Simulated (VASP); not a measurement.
Here is the system:

```
Cs
1.0
   -2.94431     2.94431     2.94431
    2.94431    -2.94431     2.94431
    2.94431     2.94431    -2.94431
Cs
1
Direct
  0.00000   0.00000   0.00000
```

These are optB88-vdW, VASP's PBE PAW potentials (set 64) (plane waves; VASP) values and carry that method's errors. Numerical set-up: 520 eV cut-off, 10×10×10 Γ-centred mesh, tetrahedra with Blöchl corrections, potentials Cs_sv.

Unless said otherwise, spin-orbit coupling is left out, though it shifts the bands of the heavy elements here.

Problem. What does the run give for the energy per atom (σ→0), band gap (on the k-mesh) with the smallest direct gap where there is one?

Solution. 
```json
{
 "band gap (on the k-mesh)": "none (metal, semimetal or under 0.01 eV)",
 "energy per atom (σ→0)": "2.033 eV/atom"
}
```

The absolute energy has meaning only against runs of the same code, potentials and settings.

The compound is Cs in the bcc structure. It was relaxed first, which changed the volume by -10 %.
